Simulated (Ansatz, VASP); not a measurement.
**Two plane-wave programs on Al3NiSn**

```
CELL_PARAMETERS angstrom
4.58713 0.00000 0.00000
0.00000 4.58713 0.00000
0.00000 0.00000 4.58713
ATOMIC_POSITIONS crystal
Al 0.50000 0.00000 0.00000
Al 0.00000 0.50000 0.00000
Al 0.00000 0.00000 0.50000
Ni 0.00000 0.00000 0.00000
Sn 0.50000 0.50000 0.50000
```

Change from the starting cell: species swapped into the NiAgF3 type (Pm-3m, No. 221).

Alike in both runs: functional PBE; k mesh 8 × 8 × 8; occupations gaussian, width 0.1 eV; no spin polarisation.

Ansatz relaxed the structure, and its values are those at the end. VASP's run is a single point on that final structure, the one shown.

```csv
,VASP,Ansatz
version,VASP 6.6.1,Ansatz 0.2.0
potentials or method,"VASP PAW PBE potentials, release 64 (Al, Ni, Sn_d)","scalar-relativistic, plane waves, PAW"
plane-wave cutoff (eV),520,420
valence electrons in the cell,33,41
```

Ansatz gave:

```
gap on the k mesh at the Fermi level (eV) : none
pressure (GPa)                            : 0.0
```

Problem. What did VASP give for the same quantities?

Solution. gap on the k mesh at the Fermi level (eV): none; pressure (GPa): -0.1.

A gap of «none» marks a metal or a gap that the smearing closes. The functional is the same, so the differences come from potentials, cutoffs and numerics. The two sets of potentials don't hold the same shells in valence.

Spin polarisation is off, so any magnetic state and its effect on volume and gap are missing.
